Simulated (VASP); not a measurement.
Data:

```
CELL_PARAMETERS angstrom
      1.79996    -3.11763     0.00000
      1.79996     3.11763     0.00000
      0.00000     0.00000     5.75785
ATOMIC_POSITIONS crystal
  Zr 0.00000 0.00000 0.00000
  S  0.33333 0.66667 0.25114
  S  0.66667 0.33333 0.74886
```

Level of theory: vdW-DF-cx, VASP's PBE PAW potentials (set 64) (plane waves; VASP). Settings: 520 eV cut-off, 7×7×4 Γ-centred mesh, Gaussian smearing of 0.050 eV, potentials Zr_sv S.

### Question
The ions and cell shape at fixed volume are relaxed. What does this cell relax into?

### Answer

```
CELL_PARAMETERS angstrom
      1.81110    -3.13691     0.00000
      1.81110     3.13691     0.00000
      0.00000     0.00000     5.68728
ATOMIC_POSITIONS crystal
  Zr 0.00000 0.00000 0.00000
  S  0.33333 0.66667 0.25766
  S  0.66667 0.33333 0.74234
```
Space group P-3m1 (164), at a tolerance of 0.03 Å.

### Question
How much energy does the relaxation gain?

### Answer
The energy (σ→0) changes by -5.2 meV/atom, in 5 ionic steps.

| step | E(σ→0) (eV) | max force (eV/Å) | pressure (GPa) | volume (Å³) |
|---|---|---|---|---|
| 1 | -16.3047 | 0.396 | 3.15 | 64.62 |
| 2 | -16.3160 | 0.168 | 1.95 | 64.62 |
| 3 | -16.3190 | 0.027 | 0.94 | 64.62 |
| 4 | -16.3202 | 0.012 | 0.82 | 64.62 |
| 5 | -16.3204 | 0.004 | 0.75 | 64.62 |

The compound is ZrS2 in the 1T layered structure. This cell is one point of a volume scan, at 0.97 of the reference volume. Symmetry was kept, so distortions that lower it aren't found.
